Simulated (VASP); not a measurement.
Given:

```
CELL_PARAMETERS angstrom
      0.00000     2.10500     2.10500
      2.10500     0.00000     2.10500
      2.10500     2.10500     0.00000
ATOMIC_POSITIONS crystal
  Mg 0.00000 0.00000 0.00000
  O  0.50000 0.50000 0.50000
```

These are PBE GGA, VASP's PBE PAW potentials (set 64) (plane waves; VASP) values and carry that method's errors. Settings: 400 eV cut-off, 13×13×13 Γ-centred mesh, Fermi-Dirac smearing of 0.020 eV, potentials Mg O.

Task: Estimate the energy per atom (σ→0), band gap (on the k-mesh) with the smallest direct gap where there is one.

Result: 
```
Property                                     Result
-----------------------------------  --------------
band gap (on the k-mesh)                    4.75 eV
smallest direct gap (on the k-mesh)         4.75 eV
energy per atom (σ→0)                -5.963 eV/atom
```

The structure is a typed MgO crystal (Fm-3m). The cell was not relaxed at this level.
